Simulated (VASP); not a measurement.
**PbF2 (Fluorocronite) with PBE + D3(BJ): from relaxation to properties**

Aim: relax PbF2 (Fluorocronite), then compute properties on the relaxed cell. The steps: relaxing cell and atoms (PBE + D3(BJ)), second relaxation, density, ELF and potential (PBE + D3(BJ)), band structure (PBE + D3(BJ)), total and projected DOS (PBE + D3(BJ)), independent-particle dielectric function (PBE + D3(BJ)) and zone-centre phonons (PBE + D3(BJ)). The start is a cell from a database of measured crystal structures.

Program: VASP 6.6.1. Level of theory: PBE with D3(BJ); plane waves and PAW (Pb_d, F). Results are calculated unless marked as measured.

The database entry behind the starting cell differs from later determinations by our own check (0.1 to 0.3 % short, probably kX units), so it need not match the best structure at ambient conditions.

## 1. The starting structure

Before any relaxation, the start is as follows. Symmetry: Fm-3m, No. 225, cubic system. The conventional cell has a = 5.927 Å, b = 5.927 Å, c = 5.927 Å, α = 90.00°, β = 90.00°, γ = 90.00°. Nearest to Pb lie 8 F at 2.57 Å. Nearest to F lie 4 Pb at 2.57 Å. Farther neighbours and most contacts between anions are not listed.

Structure file:

```cif
data_structure
_symmetry_space_group_name_H-M 'Fm-3m'
_symmetry_Int_Tables_number 225
_cell_length_a 5.9273
_cell_length_b 5.9273
_cell_length_c 5.9273
_cell_angle_alpha 90.000
_cell_angle_beta 90.000
_cell_angle_gamma 90.000
_cell_volume 208.25
loop_
_atom_site_label
_atom_site_type_symbol
_atom_site_symmetry_multiplicity
_atom_site_Wyckoff_symbol
_atom_site_fract_x
_atom_site_fract_y
_atom_site_fract_z
_atom_site_occupancy
Pb1 Pb 4 a 0.00000 0.00000 0.00000 1
F1 F 8 c 0.25000 0.75000 0.75000 1
```

## 2. Relaxing cell and atoms (PBE + D3(BJ))

Properties are meant for the cell that this level of theory prefers, so cell and atoms are relaxed first (ISIF = 3) until forces and stress are small; EDIFFG sets the threshold. PBE, the usual starting point, adds the gradient of the density. A dispersion term adds the long-range attraction that semilocal functionals lack. D3 with Becke-Johnson damping keeps a finite attraction at short range.

INCAR reads:

```
SYSTEM = PbF2
PREC = Accurate
ENCUT = 520
EDIFF = 1E-06
NELM = 100
ISMEAR = 0
SIGMA = 0.05
LREAL = .FALSE.
ALGO = Normal
GGA = PE
IVDW = 12
NBANDS = 20
LORBIT = 11
LWAVE = .FALSE.
LCHARG = .FALSE.
KPAR = 2
IBRION = 2
NSW = 60
ISIF = 3
EDIFFG = -0.01
```

POSCAR reads:

```
PbF2
1.0
    0.0000000000      2.9636600000      2.9636600000
    2.9636600000      0.0000000000      2.9636600000
    2.9636600000      2.9636600000      0.0000000000
Pb F
1 2
Direct
    0.0000000000      0.0000000000      0.0000000000
    0.2500000000      0.2500000000      0.2500000000
    0.7500000000      0.7500000000      0.7500000000
```

KPOINTS reads:

```
Automatic mesh
0
Gamma
7 7 7
0 0 0
```

The projector-augmented-wave data sets are Pb_d and F (PBE family, release 64).

Launch:

```sh
$ mpirun -np 2 vasp_std
```

The log of the run:

```text
[banner, memory and clock lines left out]
running    2 mpi-ranks, on    1 nodes
 distrk:  each k-point on    1 cores,    2 groups
 distr:  one band on    1 cores,    1 groups

 POSCAR found type information on POSCAR PbF
 POSCAR found :  2 types and       3 ions
 LDA part: xc-table for (Slater+PW92), standard interpolation
 POSCAR, INCAR and KPOINTS ok, starting setup
 FFT: planning ... GRIDC
 FFT: planning ... GRID_SOFT
 FFT: planning ... GRID
 WAVECAR not read
 entering main loop
       N       E                     dE             d eps       ncg     rms          rms(c)
DAV:   1     0.308779979384E+03    0.30878E+03   -0.14950E+04   808   0.159E+03
DAV:   2     0.144108367783E+02   -0.29437E+03   -0.27871E+03   848   0.447E+02
DAV:   3    -0.153512326212E+02   -0.29762E+02   -0.29384E+02   940   0.150E+02
DAV:   4    -0.162403968622E+02   -0.88916E+00   -0.88852E+00   904   0.275E+01
DAV:   5    -0.162688065758E+02   -0.28410E-01   -0.28408E-01  1020   0.507E+00    0.800E+00
DAV:   6    -0.143398013727E+02    0.19290E+01   -0.92460E+00  1088   0.244E+01    0.266E+00
DAV:   7    -0.143384915761E+02    0.13098E-02   -0.45332E-01   816   0.423E+00    0.156E+00
DAV:   8    -0.143360031469E+02    0.24884E-02   -0.10182E-01   844   0.366E+00    0.529E-01
DAV:   9    -0.143328790496E+02    0.31241E-02   -0.19812E-02  1036   0.107E+00    0.101E-01
DAV:  10    -0.143340212803E+02   -0.11422E-02   -0.14699E-03   812   0.343E-01    0.306E-02
DAV:  11    -0.143340139588E+02    0.73215E-05   -0.11808E-04   932   0.947E-02    0.942E-03
DAV:  12    -0.143340247691E+02   -0.10810E-04   -0.29093E-05   856   0.458E-02    0.913E-03
DAV:  13    -0.143340231856E+02    0.15835E-05   -0.97993E-06  1040   0.303E-02    0.943E-04
DAV:  14    -0.143340232311E+02   -0.45495E-07   -0.44956E-07   520   0.561E-03
   1 F= -.14794430E+02 E0= -.14794430E+02  d E =-.147944E+02
 curvature:   0.00 expect dE= 0.000E+00 dE for cont linesearch  0.000E+00
 trial: gam= 0.00000 g(F)=  0.496E-48 g(S)=  0.613E-02 ort = 0.000E+00 (trialstep = 0.100E+01)
 search vector abs. value=  0.613E-02
 bond charge predicted
       N       E                     dE             d eps       ncg     rms          rms(c)
DAV:   1    -0.144404846555E+02   -0.10646E+00   -0.23695E+00  1028   0.215E+01    0.223E+00
DAV:   2    -0.143530576465E+02    0.87427E-01   -0.37899E-01   904   0.608E+00    0.470E-01
DAV:   3    -0.143453332531E+02    0.77244E-02   -0.20796E-02  1028   0.221E+00    0.205E-01
DAV:   4    -0.143441756626E+02    0.11576E-02   -0.60815E-03   988   0.111E+00    0.666E-02
DAV:   5    -0.143441895332E+02   -0.13871E-04   -0.60301E-04   860   0.295E-01    0.306E-02
DAV:   6    -0.143441570248E+02    0.32508E-04   -0.13275E-04  1080   0.149E-01    0.671E-03
DAV:   7    -0.143441570767E+02   -0.51886E-07   -0.94377E-06   956   0.258E-02
   2 F= -.14796912E+02 E0= -.14796912E+02  d E =-.248273E-02
 trial-energy change:   -0.002483  1 .order   -0.002479   -0.006127    0.001168
 step:   0.8399(harm=  0.8399)  dis= 0.00000  next Energy=   -14.797002 (dE=-0.257E-02)
 bond charge predicted
       N       E                     dE             d eps       ncg     rms          rms(c)
DAV:   1    -0.143455059224E+02   -0.13489E-02   -0.60025E-02  1032   0.336E+00    0.358E-01
DAV:   2    -0.143432547838E+02    0.22511E-02   -0.98805E-03   904   0.973E-01    0.760E-02
DAV:   3    -0.143430534365E+02    0.20135E-03   -0.55032E-04  1032   0.357E-01    0.331E-02
DAV:   4    -0.143430260213E+02    0.27415E-04   -0.15634E-04   976   0.179E-01    0.109E-02
DAV:   5    -0.143430295783E+02   -0.35570E-05   -0.17364E-05   868   0.490E-02    0.565E-03
DAV:   6    -0.143430289888E+02    0.58953E-06   -0.35317E-06   568   0.251E-02
   3 F= -.14796997E+02 E0= -.14796997E+02  d E =-.256707E-02
 curvature:  -0.42 expect dE=-0.761E-06 dE for cont linesearch -0.761E-06
 trial: gam=-0.01690 g(F)=  0.126E-46 g(S)=  0.181E-05 ort = 0.105E-03 (trialstep = 0.968E+00)
 search vector abs. value=  0.635E-09
 reached required accuracy - stopping structural energy minimisation
```

The job ended after 11 s (2 MPI ranks of Intel Xeon 6975P-C (Granite Rapids), shared host; peak memory 0.38 GiB).

Lines that name or quote the potential files are left out of all logs, and their timing lines are given in words.

Parts of OUTCAR (step 2):

```text
ion  position               nearest neighbor table
   1  0.000  0.000  0.000-   3 2.57   3 2.57   3 2.57   2 2.57   2 2.57   2 2.57   3 2.57   2 2.57

  LATTYP: Found a face centered cubic cell.
 ALAT       =     5.9273200000

 Subroutine GETGRP returns: Found 48 space group operations
 (whereof 48 operations were pure point group operations)

The static configuration has the point symmetry O_h .

 Found     20 irreducible k-points:

   k-points           NKPTS =     20   k-points in BZ     NKDIM =     20   number of bands    NBANDS=     20

   dimension x,y,z NGX =    32 NGY =   32 NGZ =   32
   dimension x,y,z NGXF=    64 NGYF=   64 NGZF=   64

   ENCUT  =  520.0 eV  38.22 Ry    6.18 a.u.   7.79  7.79  7.79*2*pi/ulx,y,z

   NELECT =      28.0000    total number of electrons

 k-points in reciprocal lattice and weights: Automatic mesh
   0.00000000  0.00000000  0.00000000       0.003
   0.14285714  0.00000000  0.00000000       0.023
   0.28571429  0.00000000  0.00000000       0.023
   0.42857143  0.00000000  0.00000000       0.023
   0.14285714  0.14285714  0.00000000       0.017
   0.28571429  0.14285714  0.00000000       0.070
   0.42857143  0.14285714  0.00000000       0.070
  -0.42857143  0.14285714  0.00000000       0.070
  -0.28571429  0.14285714  0.00000000       0.070
[...]
-0.42857143  0.42857143  0.14285714       0.070
  -0.28571429  0.42857143  0.14285714       0.070

 Edisp (eV)   -0.45276

 average (electrostatic) potential at core
       1 -93.2231       2 -75.3816       3 -75.3816

 E-fermi :   1.9908

 k-point     1 :       0.0000    0.0000    0.0000
  band No.  band energies     occupation
    ...
     10      -0.6679      2.00000
     11      -0.6679      2.00000
     12      -0.1751      2.00000
     13      -0.1751      2.00000
     14      -0.1751      2.00000
     15       8.4734      0.00000
     16       8.4734      0.00000
     17       8.4734      0.00000
     18      12.3178      0.00000
     19      16.8319      0.00000
    ...

 k-point     2 :       0.1429    0.0000    0.0000
  band No.  band energies     occupation
    ...
     10      -0.7057      2.00000
     11      -0.7057      2.00000
     12      -0.2069      2.00000
     13      -0.2069      2.00000
     14       0.3088      2.00000
     15       7.8329      0.00000
     16       8.6323      0.00000
     17       8.6323      0.00000
     18      13.4201      0.00000
     19      16.3200      0.00000
    ...

 k-point     3 :       0.2857    0.0000    0.0000
  band No.  band energies     occupation
    ...
     10      -0.7882      2.00000
     11      -0.7882      2.00000
     12      -0.2784      2.00000
     13      -0.2784      2.00000
     14       1.0917      2.00000
     15       7.0821      0.00000
     16       8.9955      0.00000
     17       8.9955      0.00000
     18      14.7262      0.00000
     19      15.7253      0.00000
    ...

 Edisp (eV)   -0.45397

  Total       0.00613     0.00613     0.00613    -0.00000     0.00000     0.00000
  in kB       0.18587     0.18587     0.18587    -0.00000     0.00000     0.00000
  external pressure =        0.19 kB  Pullay stress =        0.00 kB

  energy-cutoff  :      520.00
  volume of cell :       52.82
      direct lattice vectors                 reciprocal lattice vectors
     0.000000000  2.977923888  2.977923888    -0.167902209  0.167902209  0.167902209
     2.977923888 -0.000000000  2.977923888     0.167902209 -0.167902209  0.167902209
     2.977923888  2.977923888  0.000000000     0.167902209  0.167902209 -0.167902209

 POSITION                                       TOTAL-FORCE (eV/Angst)
 -----------------------------------------------------------------------------------
      0.00000      0.00000      0.00000        -0.000000     -0.000000     -0.000000
      1.48896      1.48896      1.48896        -0.000000     -0.000000     -0.000000
      4.46689      4.46689      4.46689         0.000000      0.000000      0.000000
 -----------------------------------------------------------------------------------
    total drift:                                0.000000     -0.000000      0.000000

  FREE ENERGIE OF THE ION-ELECTRON SYSTEM (eV)
  ---------------------------------------------------
  free  energy   TOTEN  =       -14.7969967779 eV

  energy  without entropy=      -14.7969967779  energy(sigma->0) =      -14.79699678

 reached required accuracy - stopping structural energy minimisation

 total charge
# of ion       s       p       d       tot
------------------------------------------
    1        1.553   0.281   9.864  11.699
    2        1.742   4.324   0.000   6.066
    3        1.742   4.324   0.000   6.066
--------------------------------------------------
tot          5.038   8.928   9.864  23.831

[... 3 further parts left out ...]
```

CONTCAR:

```
PbF2
   1.00000000000000
     0.0000000000000000    2.9779238875638900    2.9779238875638900
     2.9779238875638900   -0.0000000000000000    2.9779238875638900
     2.9779238875638900    2.9779238875638900    0.0000000000000000
  Pb              F
     1     2
Direct
     0.0000000000000000    0.0000000000000000    0.0000000000000000
     0.2500000000000000    0.2500000000000000    0.2500000000000000
     0.7500000000000000    0.7500000000000000    0.7500000000000000
```

The gap is read on the k-mesh alone, so it is an upper bound where the band edges lie off the mesh. The run keeps the 48 symmetry operations of its start, so it cannot find a distortion of lower symmetry.

Relaxation path:

```
step  energy less that of the first step (eV)  largest force (eV/Å)  pressure (GPa)  volume (Å³)
   1                                   0.0000                0.0000            1.10        52.06
   2                                  -0.0025                0.0000           -0.21        52.96
   3                                  -0.0026                0.0000            0.02        52.82
```

```csv
"conventional cell, symmetrised",before,after,change
a (Å),5.927,5.956,+0.5 %
b (Å),5.927,5.956,+0.5 %
c (Å),5.927,5.956,+0.5 %
volume (Å³/atom),17.35,17.61,+1.5 %
```

Final coordinates:

```xyz
3
Lattice="0.0000 2.9779 2.9779 2.9779 0.0000 2.9779 2.9779 2.9779 0.0000" Properties=species:S:1:pos:R:3 pbc="T T T"
Pb    0.0000    0.0000    0.0000
F     1.4890    1.4890    1.4890
F     4.4669    4.4669    4.4669
```

Numbers from this step:

- electrons: 28
- bands: 20
- irreducible k-points: 20
- symmetry operations: 48
- free energy (TOTEN): -14.80 eV
- Fermi energy: 1.991 eV
- pressure: 0.01859 GPa
- metallic: no
- valence top at k: -0.2857, 0.4286, 0.1429
- conduction bottom at k: 0.4286, 0.4286, 0
- least direct gap at k: 0.4286, 0.4286, 0
- SCF cycles over all ionic steps: 27
- gap on the k-mesh: 4.463 eV
- least direct gap on the k-mesh: 4.674 eV

It ends with forces that vanish by symmetry and a pressure of 0.02 GPa. The volume lies +1.5 % from that of the database's start.

## 3. Second relaxation

The basis stayed that of the start cell while the cell moved. A rerun from the cell reached resets it; the error of the finite cutoff stays.

INCAR is that of step 2.

POSCAR reads:

```
PbF2
1.0
    0.0000000000      2.9779238876      2.9779238876
    2.9779238876      0.0000000000      2.9779238876
    2.9779238876      2.9779238876      0.0000000000
Pb F
1 2
Direct
    0.0000000000      0.0000000000      0.0000000000
    0.2500000000      0.2500000000      0.2500000000
    0.7500000000      0.7500000000      0.7500000000
```

KPOINTS is that of step 2.

Launch:

```sh
$ mpirun -np 2 vasp_std
```

The log of the run:

```text
[... set-up lines as in an earlier step ...]
 entering main loop
       N       E                     dE             d eps       ncg     rms          rms(c)
DAV:   1     0.304098680024E+03    0.30410E+03   -0.14782E+04   800   0.161E+03
DAV:   2     0.120074100698E+02   -0.29209E+03   -0.27469E+03   856   0.436E+02
DAV:   3    -0.154764050358E+02   -0.27484E+02   -0.27090E+02   960   0.144E+02
DAV:   4    -0.162815858307E+02   -0.80518E+00   -0.80413E+00   920   0.254E+01
DAV:   5    -0.163085313394E+02   -0.26946E-01   -0.26942E-01  1000   0.487E+00    0.803E+00
DAV:   6    -0.143532715974E+02    0.19553E+01   -0.94264E+00  1104   0.244E+01    0.270E+00
DAV:   7    -0.143498718456E+02    0.33998E-02   -0.46633E-01   832   0.426E+00    0.157E+00
DAV:   8    -0.143463095893E+02    0.35623E-02   -0.10339E-01   840   0.365E+00    0.523E-01
DAV:   9    -0.143433383425E+02    0.29712E-02   -0.20207E-02  1016   0.106E+00    0.103E-01
DAV:  10    -0.143444994521E+02   -0.11611E-02   -0.16355E-03   808   0.379E-01    0.337E-02
DAV:  11    -0.143444776833E+02    0.21769E-04   -0.14518E-04   944   0.109E-01    0.104E-02
DAV:  12    -0.143444895272E+02   -0.11844E-04   -0.40131E-05   860   0.563E-02    0.111E-02
DAV:  13    -0.143444873125E+02    0.22146E-05   -0.15835E-05  1024   0.384E-02    0.165E-03
DAV:  14    -0.143444873682E+02   -0.55625E-07   -0.68713E-07   632   0.627E-03
   1 F= -.14798455E+02 E0= -.14798455E+02  d E =-.147985E+02
 curvature:   0.00 expect dE= 0.000E+00 dE for cont linesearch  0.000E+00
 trial: gam= 0.00000 g(F)=  0.103E-47 g(S)=  0.626E-05 ort = 0.000E+00 (trialstep = 0.100E+01)
 search vector abs. value=  0.626E-05
 reached required accuracy - stopping structural energy minimisation
```

It took 7.8 s on 2 MPI ranks; peak memory 0.35 GiB.

From OUTCAR (step 3):

```text
  LATTYP: Found a face centered cubic cell.
 ALAT       =     5.9558477752

The static configuration has the point symmetry O_h .

 Found     20 irreducible k-points:

   ENCUT  =  520.0 eV  38.22 Ry    6.18 a.u.   7.83  7.83  7.83*2*pi/ulx,y,z

   NELECT =      28.0000    total number of electrons

 E-fermi :   1.9908

 k-point     1 :       0.0000    0.0000    0.0000
  band No.  band energies     occupation
    ...
     10      -0.6679      2.00000
     11      -0.6679      2.00000
     12      -0.1750      2.00000
     13      -0.1750      2.00000
     14      -0.1750      2.00000
     15       8.4732      0.00000
     16       8.4732      0.00000
     17       8.4732      0.00000
     18      12.3174      0.00000
     19      16.8319      0.00000
    ...

 k-point     2 :       0.1429    0.0000    0.0000
  band No.  band energies     occupation
    ...
     10      -0.7056      2.00000
     11      -0.7056      2.00000
     12      -0.2069      2.00000
     13      -0.2069      2.00000
     14       0.3088      2.00000
     15       7.8327      0.00000
     16       8.6321      0.00000
     17       8.6321      0.00000
     18      13.4197      0.00000
     19      16.3198      0.00000
    ...

 Edisp (eV)   -0.45397

  Total       0.01139     0.01139     0.01139     0.00000     0.00000    -0.00000
  in kB       0.34555     0.34555     0.34555     0.00000     0.00000    -0.00000
  external pressure =        0.35 kB  Pullay stress =        0.00 kB

  energy-cutoff  :      520.00
  volume of cell :       52.82
      direct lattice vectors                 reciprocal lattice vectors
     0.000000000  2.977923888  2.977923888    -0.167902209  0.167902209  0.167902209
     2.977923888  0.000000000  2.977923888     0.167902209 -0.167902209  0.167902209
     2.977923888  2.977923888  0.000000000     0.167902209  0.167902209 -0.167902209

 POSITION                                       TOTAL-FORCE (eV/Angst)
 -----------------------------------------------------------------------------------
      0.00000      0.00000      0.00000        -0.000000     -0.000000      0.000000
      1.48896      1.48896      1.48896         0.000000      0.000000     -0.000000
      4.46689      4.46689      4.46689        -0.000000     -0.000000      0.000000
 -----------------------------------------------------------------------------------
    total drift:                                0.000000     -0.000000      0.000000

  FREE ENERGIE OF THE ION-ELECTRON SYSTEM (eV)
  ---------------------------------------------------
  free  energy   TOTEN  =       -14.7984551572 eV

  energy  without entropy=      -14.7984551572  energy(sigma->0) =      -14.79845516

 total charge
# of ion       s       p       d       tot
------------------------------------------
    1        1.553   0.281   9.864  11.699
    2        1.742   4.324   0.000   6.065
    3        1.742   4.324   0.000   6.065
--------------------------------------------------
tot          5.037   8.928   9.864  23.829

[... 5 parts as in an earlier step ...]

[... 6 further parts left out ...]
```

Little changed from the start: no atom moved by 0.005 Å and no cell edge by 0.1 %.

Numbers from this step:

* pressure: 0.03456 GPa
* SCF cycles over all ionic steps: 14

It ends with forces that vanish by symmetry and a pressure of 0.03 GPa. The volume moved by under 0.01 %: the run met its threshold at the first step.

(Continued in part 2 of 4.)

[Lines on the potential files, build, host, timing and source positions are cut from VASP's logs without a mark.]

[Logs are printed without paths, hosts, clocks, repeated set-up lines and the standing remarks that a program may print on its own settings, such as how far it seeks lower states.]

[Hosts, paths, dates, database ids (printed as entryN), source tags and the programs' standing remarks are cut or masked in the printed files.]

[A measured line is paired with the nearest computed mode of its activity, which favours agreement.]
